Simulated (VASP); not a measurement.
# MnRuN2: relaxation of cell and atoms with PBE

MnRuN2:

```xyz
4
Lattice="-1.8517 1.8517 3.5329 1.8517 -1.8517 3.5329 1.8517 1.8517 -3.5329" Properties=species:S:1:pos:R:3 pbc="T T T"
Mn    0.0000    0.0000    0.0000
Ru    0.0000    0.0000    3.5329
N     0.0000    0.0000    5.1628
N     0.0000    0.0000    1.9030
```

The cell was built by a generator and needn't be a form met in nature.

* Program: VASP 6.6.1
* Task: relaxation of cell and atoms
* Functional: PBE
* Potentials or basis: VASP PAW PBE potentials, release 64 (Mn_pv, Ru_pv, N)
* Cutoff: 520 eV
* k mesh: 6 × 6 × 6
* Occupations: gaussian, width 0.15 eV
* Spin: collinear spin, ferromagnetic start
* Starting moments: [4.0, 1.0, 0.0, 0.0] μB
* Further INCAR settings: PREC = Normal; ALGO = Fast; EDIFF = 0.0001; IBRION = 2; EDIFFG = -0.08; NSW = 24; ISIF = 3

- Relaxed volume: 12.58 Å³/atom
- Relaxed cell: a = 4.446 Å, b = 4.446 Å, c = 4.446 Å, α = 130.03°, β = 130.03°, γ = 73.36°
- Space group after relaxing (to 0.05 Å): I4/mmm (No. 139)
- Energy gained by relaxing: 439.9 meV/atom
- Ionic steps: 11
- Pressure after relaxing: -0.3 GPa
- Largest force after relaxing: 0.016 eV/Å
- Band gap on the k mesh: none (metal or under the smearing width)
- Net moment: 1.15 μB per cell
- Site moments: Mn +1.48; Ru +0.03; N -0.16 μB
- Valence electrons inside the program's atomic spheres: Mn 12.03; Ru 12.73; N 3.62

Forces in eV/Å, atoms in the order of the input:
```
Mn   0.000  0.000  0.000
Ru   0.000  0.000  0.000
N    0.000  0.000 -0.016
N    0.000  0.000  0.016
```

Stress tensor (GPa, compression positive):
```
-0.71  0.00  0.00
 0.00 -0.71  0.00
 0.00  0.00  0.55
```

The path:
```
step  energy change (eV)  largest force (eV/Å)  pressure (GPa)  volume (Å³)
   1              0.0000                9.0624           36.71        48.45
   2              5.3097                3.0005          -33.54        69.02
   3              3.1516                1.3862          -36.65        62.34
   4              0.6505                0.7474          -28.68        57.22
   5             -1.1275                0.1886          -17.47        52.78
   6             -1.5054                1.6391           -3.58        50.60
   7             -1.5066                1.8301           -2.39        50.45
   8             -1.7085                0.4246            5.78        49.88
   9             -1.7479                0.5857            2.06        50.04
  10             -1.7156                1.0300           -4.81        50.85
  11             -1.7596                0.0159           -0.29        50.31
```

Final structure:
```
Mn Ru N
1.0
    -1.87804    1.87804    3.56569
     1.87804   -1.87804    3.56569
     1.87804    1.87804   -3.56569
Mn Ru N
1 1 2
Direct
  0.00000 0.00000 0.00000
  0.50000 0.50000 0.00000
  0.75741 0.75741 0.00000
  0.24259 0.24259 0.00000
```

Levels at points of the mesh, in eV from the Fermi level:
Spin up:
```
           k point  band 15  band 16  band 17  band 18  band 19  band 20  band 21  band 22  band 23  band 24
(0.00, 0.00, 0.00)    -2.30    -0.44    -0.44     0.30     0.43     0.43     1.57     2.53     2.53     5.42
(0.50, 0.00, 0.00)    -2.12    -1.91    -1.49    -1.21    -0.57    -0.07     1.33     1.61     1.85     2.47
(0.50, 0.50, 0.00)    -2.17    -1.42    -1.15    -0.45    -0.28     0.81     2.03     2.24     2.65     3.78
(0.50, 0.50, 0.50)    -2.54    -2.54    -1.91    -1.91    -0.81     0.30     1.58     2.49     3.64     3.64
```
Spin down:
```
           k point  band 16  band 17  band 18  band 19  band 20  band 21
(0.00, 0.00, 0.00)     0.04     0.04     0.33     0.33     1.86     2.29
(0.50, 0.00, 0.00)    -1.54    -0.72    -0.11    -0.03     1.08     1.69
(0.50, 0.50, 0.00)    -1.47    -0.39     0.44     0.52     1.11     2.53
(0.50, 0.50, 0.50)    -2.54    -1.17    -1.17    -0.92     1.87     2.28
```

It took 12 min on 1 thread of Intel(R) Xeon(R) Platinum 8259CL CPU @ 2.50GHz (Skylake/Cascade Lake) (shared host), peak memory 0.23 GiB.

Caveat: the k mesh is coarse (spacing up to 0.40 Å⁻¹), so the values aren't converged; a cell with one magnetic atom can't hold antiferromagnetic order, which such compounds often take; the relaxation stopped at a loose force limit of 0.08 eV/Å, so its end isn't a converged minimum. With open d or f shells a metallic result of PBE can be an artefact of self-interaction; +U or a hybrid may open a gap.
